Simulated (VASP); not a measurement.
# Nb (Im-3m) in VASP: elastic constants with RPBE

Aim: the elastic constants of Nb with RPBE.

All numbers are computed with VASP 6.6.1; they aren't measurements. Logs are shortened: lines on timing, memory, paths and dates and some standing lists are left out, and cuts for length are marked.

### Step 1. The crystal as given

The structure is cubic, space group Im-3m (No. 229). Conventional cell: a = 3.318 Å, b = 3.318 Å, c = 3.318 Å, α = 90.00°, β = 90.00°, γ = 90.00°. Nb (site symmetry m-3m) has 8 Nb at 2.87 Å as nearest neighbours.

### Step 2. Elastic constants, RPBE

The input, POSCAR:

```
Nb
1.0
   -1.6588161900      1.6588161900      1.6588161900
    1.6588161900     -1.6588161900      1.6588161900
    1.6588161900      1.6588161900     -1.6588161900
Nb
1
Direct
    0.0000000000      0.0000000000      0.0000000000
```

The input, INCAR.step1:

```
SYSTEM = Nb
  ALGO = Fast
  EDIFF = 1E-8
  EDIFFG = -0.002
  ENCUT = 600
  GGA = RP
  IBRION = 2
  ISIF = 3
  ISMEAR = 0
  LASPH = .TRUE.
  LCHARG = .FALSE.
  LREAL = .FALSE.
  LWAVE = .FALSE.
  NELM = 60
  NSW = 40
  PREC = Accurate
  SIGMA = 0.1
```

The input, INCAR.step2:

```
SYSTEM = Nb
  ALGO = Fast
  EDIFF = 1E-8
  ENCUT = 600
  GGA = RP
  IBRION = 6
  ISIF = 3
  ISMEAR = 0
  LASPH = .TRUE.
  LCHARG = .FALSE.
  LREAL = .FALSE.
  LWAVE = .FALSE.
  NELM = 60
  NFREE = 2
  NSW = 1
  POTIM = 0.015
  PREC = Accurate
  SIGMA = 0.1
```

The input, KPOINTS:

```
k-points
0
G
  18 18 18
  0 0 0
```

Potentials or basis: VASP PAW PBE potentials, release 64 (Nb_sv).

Started as:

```sh
$ cat potpaw_PBE.64/Nb_sv/POTCAR > POTCAR
$ cp INCAR.step1 INCAR
$ mpirun -np 1 vasp_std > vasp.out
$ cp CONTCAR POSCAR
$ cp INCAR.step2 INCAR
$ mpirun -np 1 vasp_std > vasp.out
```

OUTCAR:

```text
SYSTEM = Nb
   EDIFF = 1E-8
   ENCUT = 600
   GGA = RP
   IBRION = 6
   ISIF = 3
   ISMEAR = 0
   LASPH = .TRUE.
   LREAL = .FALSE.
   NELM = 60
   NFREE = 2
   NSW = 1
   POTIM = 0.015
   PREC = Accurate

 ion  position               nearest neighbor table
   1  0.000  0.000  0.000-

  LATTYP: Found a body centered cubic cell.
 ALAT       =     3.3281745776

  Lattice vectors:

 A1 = (  -1.6640872888,   1.6640872888,   1.6640872888)
 A2 = (   1.6640872888,  -1.6640872888,   1.6640872888)
 A3 = (   1.6640872888,   1.6640872888,  -1.6640872888)

Analysis of symmetry for initial positions (statically):
=====================================================================
 Subroutine PRICEL returns:
 Original cell was already a primitive cell.

 Routine SETGRP: Setting up the symmetry group for a
 body centered cubic supercell.

 Subroutine GETGRP returns: Found 48 space group operations
 (whereof 48 operations were pure point group operations)
 out of a pool of 48 trial point group operations.

The static configuration has the point symmetry O_h .

Analysis of symmetry for dynamics (positions and initial velocities):
=====================================================================
 Subroutine PRICEL returns:
 Original cell was already a primitive cell.

 Routine SETGRP: Setting up the symmetry group for a
 body centered cubic supercell.

 Subroutine GETGRP returns: Found 48 space group operations
 (whereof 48 operations were pure point group operations)
 out of a pool of 48 trial point group operations.

The dynamic configuration has the point symmetry O_h .

 Subroutine INISYM returns: Found 48 space group operations
 (whereof 48 operations are pure point group operations),
 and found     1 'primitive' translations

----------------------------------------------------------------------------------------

[... 340 lines left out ...]
      3     -18.8357      2.00000
      4     -18.8357      2.00000
      5       5.0422      2.00000
      6      11.3102      0.00000
      7      11.3102      0.00000
      8      11.3102      0.00000
      9      14.1447      0.00000
     10      14.1447      0.00000
[... 287 lines left out ...]
 k-point    24 :       0.3889    0.1111    0.0000
  band No.  band energies     occupation
      1     -43.2660      2.00000
      2     -20.0144      2.00000
      3     -19.2692      2.00000
      4     -18.9007      2.00000
      5       7.6862      2.00000
      6       9.4742      2.00000
      7      11.9758      0.00000
      8      14.0237      0.00000
      9      15.0638      0.00000
     10      17.4590      0.00000

 [... further k-points ...]

------------------------ aborting loop because EDIFF is reached ----------------------------------------

  FORCE on cell =-STRESS in cart. coord.  units (eV):
  Direction    XX          YY          ZZ          XY          YZ          ZX
  --------------------------------------------------------------------------------------
  -------------------------------------------------------------------------------------
  Total       -0.0000033     -0.0000033     -0.0000033      0.0000000     -0.0000000      0.0000000
  in kB       -0.0002891     -0.0002891     -0.0002891      0.0000000     -0.0000000      0.0000000
  external PRESSURE =      -0.0002891 kB  Pullay stress =       0.0000000 kB
[... 16 lines left out ...]
  FREE ENERGIE OF THE ION-ELECTRON SYSTEM (eV)
  ---------------------------------------------------
  free  energy   TOTEN  =        -9.7035238903 eV

  energy  without entropy=       -9.6949972268  energy(sigma->0) =       -9.69926056

 INTERNAL STRAIN TENSORS FROM STRAINED CELLS
 ============================================

 INTERNAL STRAIN TENSOR FOR ION    1 for displacements in x,y,z  (eV/Angst):
          X           Y           Z          XY          YZ          ZX
  --------------------------------------------------------------------------------
  x    -0.00000    -0.00000     0.00000     0.00000     0.00000    -0.00000
  y    -0.00000    -0.00000    -0.00000     0.00000     0.00000    -0.00000
  z     0.00000     0.00000     0.00000     0.00000     0.00000     0.00000

 INTERNAL STRAIN TENSORS FROM DISPLACED ATOMS
 ============================================

 INTERNAL STRAIN TENSOR FOR ION    1 for displacements in x,y,z  (eV/Angst):
          X           Y           Z          XY          YZ          ZX
  --------------------------------------------------------------------------------
  x     0.00000     0.00000     0.00000     0.00000     0.00000     0.00000
  y     0.00000     0.00000     0.00000     0.00000     0.00000     0.00000
  z     0.00000     0.00000     0.00000     0.00000     0.00000     0.00000

 Eigenvectors and eigenvalues of the dynamical matrix
 ----------------------------------------------------

   1 f/i=    0.000000 THz     0.000000 2PiTHz    0.000000 cm-1     0.000000 meV
             X         Y         Z           dx          dy          dz
      0.000000  0.000000  0.000000     1.000000    0.000000    0.000000

   2 f/i=    0.000000 THz     0.000000 2PiTHz    0.000000 cm-1     0.000000 meV
             X         Y         Z           dx          dy          dz
      0.000000  0.000000  0.000000     0.000000    1.000000    0.000000

   3 f/i=    0.000000 THz     0.000000 2PiTHz    0.000000 cm-1     0.000000 meV
             X         Y         Z           dx          dy          dz
      0.000000  0.000000  0.000000     0.000000    0.000000    1.000000

--------------------------------------------------------------------------------------------------------

 ELASTIC MODULI CONTR FROM IONIC RELAXATION (kBar)
 Direction    XX          YY          ZZ          XY          YZ          ZX
 --------------------------------------------------------------------------------
 XX           0.0000      0.0000      0.0000      0.0000      0.0000      0.0000
 YY           0.0000      0.0000      0.0000      0.0000      0.0000      0.0000
 ZZ           0.0000      0.0000      0.0000      0.0000      0.0000      0.0000
 XY           0.0000      0.0000      0.0000      0.0000      0.0000      0.0000
 YZ           0.0000      0.0000      0.0000      0.0000      0.0000      0.0000
 ZX           0.0000      0.0000      0.0000      0.0000      0.0000      0.0000
 --------------------------------------------------------------------------------

 TOTAL ELASTIC MODULI (kBar)
 Direction    XX          YY          ZZ          XY          YZ          ZX
 --------------------------------------------------------------------------------
 XX        2359.2171   1259.0929   1259.0929     -0.0000      0.0000      0.0000
 YY        1259.0929   2359.2171   1259.0929     -0.0000     -0.0000      0.0000
 ZZ        1259.0929   1259.0929   2359.2171      0.0000      0.0000     -0.0000
 XY          -0.0000     -0.0000      0.0000    123.6262      0.0000     -0.0000
 YZ           0.0000     -0.0000      0.0000      0.0000    123.6262      0.0000
 ZX           0.0000      0.0000     -0.0000     -0.0000      0.0000    123.6262
 --------------------------------------------------------------------------------
```

OSZICAR.step1:

```text
N       E                     dE             d eps       ncg     rms          rms(c)
DAV:   1     0.130847515162E+03    0.13085E+03   -0.81163E+03  3908   0.144E+03
DAV:   2    -0.368037553853E+01   -0.13453E+03   -0.13150E+03  4172   0.478E+02
DAV:   3    -0.971948967387E+01   -0.60391E+01   -0.56992E+01  5848   0.848E+01
[... 101 lines left out ...]
RMM:  29    -0.970342131030E+01   -0.72269E-07   -0.12951E-07  3540   0.310E-03    0.222E-04
RMM:  30    -0.970342132044E+01   -0.10137E-07   -0.82044E-08  3322   0.259E-03    0.245E-04
RMM:  31    -0.970342134333E+01   -0.22897E-07   -0.66592E-08  3314   0.223E-03    0.135E-04
RMM:  32    -0.970342135469E+01   -0.11352E-07   -0.49825E-08  2977   0.201E-03    0.103E-04
RMM:  33    -0.970342136247E+01   -0.77871E-08   -0.42691E-08  2771   0.176E-03
   3 F= -.97034214E+01 E0= -.96991580E+01  d E =-.844815E-03
```

Wall time 35 min (1 thread of Intel Xeon 6975P-C (Granite Rapids), shared host); peak memory 0.81 GiB.

Results:

```yaml
Relaxed_volume: 18.43 Å³/atom
Relaxed_cell: a = 2.882 Å, b = 2.882 Å, c = 2.882 Å, α = 109.47°, β = 109.47°, γ = 109.47°
Space_group_after_relaxing_to_0.05_Å: Im-3m (No. 229)
Elastic_constants_C11_C12_C44: 236, 126, 12 GPa
Voigt_bulk_modulus: 163 GPa
```

Step by step:
```
step  energy change (eV)  largest force (eV/Å)  pressure (GPa)  volume (Å³)
   1              0.0000                0.0000            1.57        18.26
   2              0.0016                0.0000           -2.57        18.74
   3             -0.0008                0.0000            0.00        18.43
```

Final structure:
```
Nb
1.0
    -1.66409    1.66409    1.66409
     1.66409   -1.66409    1.66409
     1.66409    1.66409   -1.66409
Nb
1
Direct
  0.00000 0.00000 0.00000
```

Elastic tensor in Voigt notation (GPa, in the Cartesian axes of the cell as first typed):
```
236 126 126   0   0   0
126 236 126   0   0   0
126 126 236   0   0   0
  0   0   0  12   0   0
  0   0   0   0  12   0
  0   0   0   0   0  12
```

Clamped-ion elastic tensor (GPa):
```
236 126 126   0   0   0
126 236 126   0   0   0
126 126 236   0   0   0
  0   0   0  12   0   0
  0   0   0   0  12   0
  0   0   0   0   0  12
```

Caveat: the PAW data sets were made with another functional, which shifts forces and pressure a little.
